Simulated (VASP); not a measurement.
Write the native input for VASP 6.6.1 that does the following.

```
Task                   : relaxation of cell and atoms
Functional             : LDA
Potentials or basis    : VASP PAW LDA potentials, release 64 (Y_sv, Al)
Cutoff                 : 600 eV
k mesh                 : 8 × 8 × 8
Occupations            : fermi-dirac, width 0.1 eV
Spin                   : no spin polarisation
Dipole correction      : no
Further INCAR settings : ALGO = Fast; EDIFF = 1e-07; IBRION = 2; EDIFFG = -0.002; NSW = 100; ISIF = 3
```

The structure of YAl3 lies in POSCAR:

```
YAl3
1.0
    4.2400305600      0.0000000000      0.0000000000
    0.0000000000      4.2400305600      0.0000000000
    0.0000000000      0.0000000000      4.2400305600
Y Al
1 3
Direct
    0.0000000000      0.0000000000      0.0000000000
    0.0000000000      0.5000000000      0.5000000000
    0.5000000000      0.5000000000      0.0000000000
    0.5000000000      0.0000000000      0.5000000000
```

The cell comes from a database or a generator and needn't be the stable form of this composition.

The cell isn't the ideal one: cell and atoms relaxed by PAW.

One way to write it, as run:

INCAR

```
  PREC = Accurate
  ENCUT = 600
  EDIFF = 1E-7
  ISMEAR = -1
  SIGMA = 0.1
  LREAL = False
  LASPH = True
  NELM = 100
  ALGO = Fast
  ISIF = 3
  LWAVE = False
  LCHARG = False
  GGA = CA
  IBRION = 2
  NSW = 100
  EDIFFG = -0.002
```

KPOINTS

```
Automatic mesh
0
Gamma
  8 8 8
```

Potentials or basis: VASP PAW LDA potentials, release 64 (Y_sv, Al).

Run with:

```bash
$ cat potpaw_LDA.64/Y_sv/POTCAR potpaw_LDA.64/Al/POTCAR > POTCAR
$ mpirun -np 1 vasp_std > vasp.out
```

Results of the run:

* Relaxed volume: 18.34 Å³/atom
* Relaxed cell: a = 4.186 Å, b = 4.186 Å, c = 4.186 Å, α = 90.00°, β = 90.00°, γ = 90.00°
* Space group after relaxing (to 0.05 Å): Pm-3m (No. 221)
* Energy gained by relaxing: 6.8 meV/atom
* Ionic steps: 3
* Pressure after relaxing: 0.0 GPa
* Band gap on the k mesh: none (metal or under the smearing width)

Wall time 64 s on 1 thread of Intel(R) Xeon(R) 6975P-C (Granite Rapids), on a shared host, peak memory 0.23 GiB.
